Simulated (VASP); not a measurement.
Output of a VASP run:

File OSZICAR:
```
       N       E                     dE             d eps       ncg     rms          rms(c)
DAV:   1     0.388273975068E+03    0.38827E+03   -0.11116E+04  3608   0.157E+03
DAV:   2     0.141854765563E+02   -0.37409E+03   -0.36883E+03  4967   0.660E+02
DAV:   3    -0.876243108926E+01   -0.22948E+02   -0.22570E+02  6067   0.190E+02
DAV:   4    -0.908510369175E+01   -0.32267E+00   -0.32170E+00  5476   0.220E+01
DAV:   5    -0.909021005567E+01   -0.51064E-02   -0.50979E-02  5995   0.283E+00    0.785E+00
DAV:   6    -0.794724309783E+01    0.11430E+01   -0.26663E+00  4517   0.215E+01    0.235E+00
DAV:   7    -0.779869634285E+01    0.14855E+00   -0.65186E-01  4664   0.964E+00    0.817E-01
DAV:   8    -0.778901543702E+01    0.96809E-02   -0.27330E-02  4896   0.255E+00    0.231E-01
DAV:   9    -0.778790230223E+01    0.11131E-02   -0.70126E-03  4699   0.103E+00    0.243E-02
DAV:  10    -0.778794076909E+01   -0.38467E-04   -0.13919E-04  6016   0.175E-01    0.822E-03
DAV:  11    -0.778793885012E+01    0.19190E-05   -0.50687E-06  5690   0.318E-02    0.201E-03
DAV:  12    -0.778794034204E+01   -0.14919E-05   -0.40335E-07  4145   0.777E-03    0.991E-04
DAV:  13    -0.778793993252E+01    0.40952E-06   -0.35124E-08  2528   0.354E-03    0.942E-05
DAV:  14    -0.778793992013E+01    0.12394E-07   -0.95713E-09  2381   0.277E-03
   1 F= -.77879399E+01 E0= -.77879399E+01  d E =0.000000E+00
```

### OUTCAR
```
------------------------ aborting loop because EDIFF is reached ----------------------------------------
  FORCE on cell =-STRESS in cart. coord.  units (eV):
  Direction    XX          YY          ZZ          XY          YZ          ZX
  --------------------------------------------------------------------------------------
  Total       -0.0080511     -0.0080511     -0.0427633      0.0000000     -0.0000000      0.0000000
  in kB       -0.2699312     -0.2699312     -1.4337355      0.0000000     -0.0000000      0.0000000
  external PRESSURE =      -0.6578660 kB  Pullay stress =       0.0000000 kB
  volume of cell :       47.79
      direct lattice vectors                 reciprocal lattice vectors
     1.644681531 -2.848671889  0.000000000     0.304010224 -0.175520390  0.000000000
     1.644681531  2.848671889  0.000000000     0.304010224  0.175520390  0.000000000
     0.000000000  0.000000000  5.099860211     0.000000000  0.000000000  0.196083806
 POSITION                                       TOTAL-FORCE (eV/Angst)
 -----------------------------------------------------------------------------------
      1.64468      0.94956      1.27497         0.000000     -0.000000      0.000000
      1.64468     -0.94956      3.82490        -0.000000      0.000000      0.000000
 -----------------------------------------------------------------------------------
    total drift:                                0.000119      0.000685     -0.000015
  FREE ENERGIE OF THE ION-ELECTRON SYSTEM (eV)
  ---------------------------------------------------
  free  energy   TOTEN  =        -7.7879399201 eV

  energy  without entropy=       -7.7879399201  energy(sigma->0) =       -7.78793992

 total charge

# of ion       s       p       d       tot
------------------------------------------
    1        2.283   6.106   1.040   9.429
    2        2.283   6.106   1.040   9.429
--------------------------------------------------
tot          4.566  12.211   2.081  18.858
```
(Selected blocks of OUTCAR.)

### POSCAR
```
Sc
1
    1.6446815312    -2.8486718894     0.0000000000
    1.6446815312     2.8486718894    -0.0000000000
   -0.0000000000    -0.0000000000     5.0998602109
Sc
2
Direct
  0.3333330000   0.6666670000   0.2500000000
  0.6666670000   0.3333330000   0.7500000000
```

**Question.** Reconstruct the remaining input files.

**Answer.** This is not unique; one that fits is the input of the run itself, rev-vdW-DF2, plane waves, VASP's PBE PAW potentials (set 64).

KPOINTS:
```
Regular mesh
0
gamma
14 14 8
```

### INCAR
```
SYSTEM  =  Sc
PREC  =  Accurate; ENCUT  =  520; LREAL  =  .FALSE.
LASPH  =  .TRUE.
EDIFF  =  1E-7; NELM  =  100; ALGO  =  Normal
LMAXMIX  =  4
ISMEAR  =  -5
GGA  =  MK; LUSE_VDW  =  .TRUE.; AGGAC  =  0.0
PARAM1  =  0.1234568; PARAM2  =  0.7114; ZAB_VDW  =  -1.8867
ISIF  =  2
LWAVE  =  .FALSE.; LCHARG  =  .TRUE.; LORBIT  =  11
NEDOS  =  601
```

POTCAR, in this order: Sc_sv (PBE.64 set). Program: vasp_std.

For a metal the tetrahedron method with Blöchl corrections gives inexact stress and forces.

The compound is Sc in the hcp structure. It was relaxed first.
